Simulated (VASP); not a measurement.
An input for Quantum ESPRESSO's pw.x (written as the equivalent of a VASP run, and not itself run):

```
&CONTROL
  calculation = 'vc-relax'
  pseudo_dir = './pseudo'
  outdir = './out'
  tprnfor = .true.
  tstress = .true.
  nstep = 60
  forc_conv_thr = 0.00039
/
&SYSTEM
  ibrav = 0
  nat = 2
  ntyp = 2
  ecutwfc = 74
  occupations = 'smearing'
  smearing = 'gaussian'
  degauss = 0.003675
  input_dft = 'pbe'
  vdw_corr = 'grimme-d3'
  dftd3_version = 3
  dftd3_threebody = .false.
/
&ELECTRONS
  conv_thr = 7.3e-08
  electron_maxstep = 100
/
&IONS
/
&CELL
/
ATOMIC_SPECIES
  Li 6.940 Li.upf
  H 1.008 H.upf
CELL_PARAMETERS angstrom
    -0.0000000    1.9523437    1.9523437
     1.9523437    0.0000000    1.9523437
     1.9523437    1.9523437   -0.0000000
ATOMIC_POSITIONS crystal
  Li   1.0000000  1.0000000  0.0000000
  H    0.5000000  0.5000000  0.5000000
K_POINTS automatic
  10 10 10 0 0 0
```

Write the VASP files for the same calculation (PBE-D3 (zero damping)).

This is not unique; one that fits is 
### POSCAR
```
LiH
1
   -0.0000000000     1.9523437288     1.9523437288
    1.9523437288     0.0000000000     1.9523437288
    1.9523437288     1.9523437288    -0.0000000000
Li H
1 1
Direct
  1.0000000000   1.0000000000   0.0000000000
  0.5000000000   0.5000000000   0.5000000000
```

### INCAR
```
# general
SYSTEM  =  LiH
PREC    =  Accurate
ENCUT   =  520   # plane-wave cut-off (eV)
LREAL   =  .FALSE.
LASPH   =  .TRUE.   # aspherical one-centre terms

# electronic loop
EDIFF   =  1E-6   # SCF stop (eV)
NELM    =  100
ALGO    =  Normal

# smearing
ISMEAR  =  0   # Gaussian
SIGMA   =  0.05   # width (eV)

# functional
GGA     =  PE
IVDW    =  11   # D3, zero damping

# ions
IBRION  =  2
NSW     =  60
ISIF    =  3   # ions, shape and volume
EDIFFG  =  -0.01

# output
LWAVE   =  .FALSE.
LCHARG  =  .FALSE.
```

**KPOINTS**
```
Automatic
0
gamma
  10 10 10
0 0 0
```

POTCAR, in this order: Li_sv H (PBE.64 set). Program: vasp_std.

The two are equivalent in intent, not identical: the potentials are each code's own (VASP's PAW set, PseudoDojo norm-conserving files in pw.x), so ENCUT and ecutwfc are chosen apart and not converted; conv_thr bounds pw.x's estimated SCF error, while EDIFF bounds the energy change between steps; forc_conv_thr acts on force components and is met together with etot_conv_thr.

The compound is LiH in the rock salt structure. It was relaxed first, which changed the volume by -12 %. The start is the result of an earlier pass.
